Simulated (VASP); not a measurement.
Given:

```
CELL_PARAMETERS angstrom
      0.00000     2.65582     2.65582
      2.65582     0.00000     2.65582
      2.65582     2.65582     0.00000
ATOMIC_POSITIONS crystal
  Co 0.00000 0.00000 0.00000
  Si 0.25000 0.25000 0.25000
  Si 0.75000 0.75000 0.75000
```

Computed with r2SCAN meta-GGA, VASP's PBE PAW potentials (set 64) (plane waves; VASP). Settings: 480 eV cut-off, 10×10×10 Γ-centred mesh, first-order Methfessel-Paxton smearing of 0.10 eV, potentials Co Si.

Energy and stress use the plane-wave basis of the starting cell.

Task: The ions, cell shape and volume at an external pressure of 10.0 GPa are relaxed. Predict the relaxed structure.

Result: 
```
CELL_PARAMETERS angstrom
      0.00000     2.61685     2.61685
      2.61685     0.00000     2.61685
      2.61685     2.61685     0.00000
ATOMIC_POSITIONS crystal
  Co 0.00000 0.00000 0.00000
  Si 0.25000 0.25000 0.25000
  Si 0.75000 0.75000 0.75000
```
Space group Fm-3m (225), at a tolerance of 0.03 Å.

Task: How do energy and volume change from the first to the last step?

Result: The energy (σ→0) changes by +16.7 meV/atom and the volume by -4.3 %, in 4 ionic steps.

The compound is CoSi2 in the fluorite structure. This run relaxes it under an external pressure of 10 GPa. Symmetry was kept, so distortions that lower it aren't found. The run is not spin-polarised, so no magnetic state was tried. The electron count is odd and the run is not spin-polarised, which forces a metal.
